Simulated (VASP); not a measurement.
Input:

```yaml
crystal:
  lattice:
    - [0.00000, 2.11112, 2.11112]
    - [2.11112, 0.00000, 2.11112]
    - [2.11112, 2.11112, 0.00000]
  atoms:
    - { symbol: Mg, position: [0.00000, 0.00000, 0.00000] }
    - { symbol: O, position: [0.50000, 0.50000, 0.50000] }
```

These are vdW-DF-cx, VASP's PBE PAW potentials (set 64) (plane waves; VASP) values and carry that method's errors. Run with 520 eV cut-off, Gaussian smearing of 0.050 eV, potentials Mg O.

**Question.** Give the energies of bands 2 to 6 at the high-symmetry points, in eV from the valence-band maximum.

**Answer.** 
```tsv
band	Γ	X	U	L	W
2	0.00	-4.07	-3.48	-4.58	-2.94
3	0.00	-1.34	-2.69	-0.65	-2.94
4	0.00	-1.34	-1.14	-0.65	-1.75
5	4.77	9.10	10.07	7.88	11.62
6	15.76	10.04	11.82	12.60	11.62
```

The gap is direct, 4.77 eV, from the valence maximum at Γ to the conduction minimum at Γ.

Measured: gap 8.36 eV (computed value off by -3.59 eV), as given by Wei Chen et al., Physical Review Materials (2018), doi:10.1103/physrevmaterials.2.073803 [zero-point renormalisation of 0.53 eV added back (the table's ZPR column)].

The compound is MgO in the rock salt structure. It was relaxed first.
